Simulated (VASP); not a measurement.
All values below come from r2SCAN+rVV10, VASP's PBE PAW potentials (set 64) (plane waves; VASP).

VASP ran on this input.

KPOINTS:
```
Automatic mesh
0
Gamma
9 9 9
0 0 0
```

INCAR:
```
SYSTEM = Al3Sc
PREC = Accurate; ENCUT = 520; LREAL = .FALSE.
LASPH = .TRUE.
EDIFF = 1E-7; NELM = 100; ALGO = Normal
LMAXMIX = 4; LMIXTAU = .TRUE.
ISMEAR = -5
METAGGA = R2SCAN; LUSE_VDW = .TRUE.; BPARAM = 11.95
CPARAM = 0.0093
ISIF = 2
LWAVE = .FALSE.; LCHARG = .FALSE.; LORBIT = 11
NEDOS = 601
LEFG = .TRUE.
```

**KPOINTS_OPT**
```
k-points along high-symmetry lines
10
Line-mode
Reciprocal
  0.000000   0.000000   0.000000 ! GAMMA
  0.000000   0.500000   0.000000 ! X

  0.000000   0.500000   0.000000 ! X
  0.500000   0.500000   0.000000 ! M

  0.500000   0.500000   0.000000 ! M
  0.000000   0.000000   0.000000 ! GAMMA

  0.000000   0.000000   0.000000 ! GAMMA
  0.500000   0.500000   0.500000 ! R

  0.500000   0.500000   0.500000 ! R
  0.000000   0.500000   0.000000 ! X

  0.500000   0.500000   0.500000 ! R
  0.500000   0.500000   0.000000 ! M
```

### POSCAR
```
Al3Sc
1
    4.0791984015     0.0000000000    -0.0000000000
    0.0000000000     4.0791984015     0.0000000000
   -0.0000000000     0.0000000000     4.0791984015
Sc Al
1 3
Direct
  0.0000000000   0.0000000000   0.0000000000
  0.0000000000   0.5000000000   0.5000000000
  0.5000000000   0.0000000000   0.5000000000
  0.5000000000   0.5000000000   0.0000000000
```

POTCAR, in this order: Sc_sv Al (PBE.64 set). Program: vasp_std.

Output

File OSZICAR:
```
       N       E                     dE             d eps       ncg     rms          rms(c)
DAV:   1     0.110288937743E+03    0.11029E+03   -0.87940E+03   980   0.134E+03
DAV:   2    -0.279011841733E+02   -0.13819E+03   -0.13633E+03   998   0.386E+02
DAV:   3    -0.366165394839E+02   -0.87154E+01   -0.85009E+01  1528   0.785E+01
DAV:   4    -0.367865071877E+02   -0.16997E+00   -0.16884E+00  1392   0.112E+01
DAV:   5    -0.367898612154E+02   -0.33540E-02   -0.33220E-02  1424   0.166E+00    0.122E+01
DAV:   6    -0.331412035848E+02    0.36487E+01   -0.57331E+00  1372   0.384E+01    0.448E+00
DAV:   7    -0.327855090592E+02    0.35569E+00   -0.54556E-01  1112   0.778E+00    0.215E+00
DAV:   8    -0.330132716271E+02   -0.22776E+00   -0.66242E-01  1328   0.770E+00    0.781E-01
DAV:   9    -0.329893314552E+02    0.23940E-01   -0.12827E-01  1288   0.488E+00    0.354E-01
DAV:  10    -0.330574141826E+02   -0.68083E-01   -0.12943E-01  1416   0.454E+00    0.262E-01
DAV:  11    -0.330537439554E+02    0.36702E-02   -0.13532E-02  1548   0.176E+00    0.185E-01
DAV:  12    -0.330561232707E+02   -0.23793E-02   -0.40616E-03  1316   0.805E-01    0.340E-02
DAV:  13    -0.330563625737E+02   -0.23930E-03   -0.70387E-04  1328   0.302E-01    0.216E-02
DAV:  14    -0.330563761255E+02   -0.13552E-04   -0.13160E-04  1452   0.157E-01    0.106E-02
DAV:  15    -0.330564303970E+02   -0.54272E-04   -0.41295E-05  1190   0.870E-02    0.681E-03
DAV:  16    -0.330564481009E+02   -0.17704E-04   -0.14487E-05  1366   0.520E-02    0.584E-03
DAV:  17    -0.330564525274E+02   -0.44265E-05   -0.11418E-05  1240   0.470E-02    0.161E-03
DAV:  18    -0.330564505758E+02    0.19515E-05   -0.23711E-07  1142   0.489E-03    0.127E-03
DAV:  19    -0.330564494166E+02    0.11593E-05   -0.55457E-07  1052   0.831E-03    0.441E-04
DAV:  20    -0.330564488706E+02    0.54601E-06   -0.39296E-08   598   0.232E-03    0.120E-04
DAV:  21    -0.330564490393E+02   -0.16867E-06   -0.83936E-09   580   0.156E-03    0.232E-04
DAV:  22    -0.330564490951E+02   -0.55829E-07   -0.29789E-09   568   0.857E-04
   1 F= -.33056449E+02 E0= -.33056449E+02  d E =0.000000E+00
       N       E                     dE             ncg
       N       E                     dE             ncg
```

OUTCAR:
```
------------------------ aborting loop because EDIFF is reached ----------------------------------------
  FORCE on cell =-STRESS in cart. coord.  units (eV):
  Direction    XX          YY          ZZ          XY          YZ          ZX
  --------------------------------------------------------------------------------------
  Total        0.0033124      0.0033124      0.0033124      0.0000000      0.0000000      0.0000000
  in kB        0.0781854      0.0781854      0.0781854      0.0000000      0.0000000      0.0000000
  external PRESSURE =       0.0781854 kB  Pullay stress =       0.0000000 kB
  volume of cell :       67.88
      direct lattice vectors                 reciprocal lattice vectors
     4.079198402  0.000000000  0.000000000     0.245146203  0.000000000  0.000000000
     0.000000000  4.079198402  0.000000000     0.000000000  0.245146203  0.000000000
     0.000000000  0.000000000  4.079198402     0.000000000  0.000000000  0.245146203
 POSITION                                       TOTAL-FORCE (eV/Angst)
 -----------------------------------------------------------------------------------
      0.00000      0.00000      0.00000         0.000000      0.000000      0.000000
      0.00000      2.03960      2.03960         0.000000      0.000000      0.000000
      2.03960      0.00000      2.03960         0.000000      0.000000      0.000000
      2.03960      2.03960      0.00000         0.000000      0.000000      0.000000
 -----------------------------------------------------------------------------------
    total drift:                                0.000000     -0.000000      0.000000
  FREE ENERGIE OF THE ION-ELECTRON SYSTEM (eV)
  ---------------------------------------------------
  free  energy   TOTEN  =       -33.0564490951 eV

  energy  without entropy=      -33.0564490951  energy(sigma->0) =      -33.05644910

 total charge

# of ion       s       p       d       tot
------------------------------------------
    1        2.178   6.147   1.273   9.598
    2        0.414   0.399   0.000   0.814
    3        0.414   0.399   0.000   0.814
    4        0.414   0.399   0.000   0.814
--------------------------------------------------
tot          3.421   7.345   1.273  12.039

 Electric field gradients after diagonalization (V/A^2)
 (convention: |V_zz| > |V_xx| > |V_yy|)
----------------------------------------------------------------------
 ion       V_xx      V_yy      V_zz     asymmetry (V_yy - V_xx)/ V_zz
----------------------------------------------------------------------
   1      -0.000    -0.000     0.000       0.142
   2      -9.909    -9.909    19.817       0.000
   3      -9.909    -9.909    19.817       0.000
   4      -9.909    -9.909    19.817       0.000
```
(Selected blocks of OUTCAR.)

For a metal the tetrahedron method with Blöchl corrections gives inexact stress and forces.

The compound is Al3Sc in the L1_2 structure. It was relaxed first.
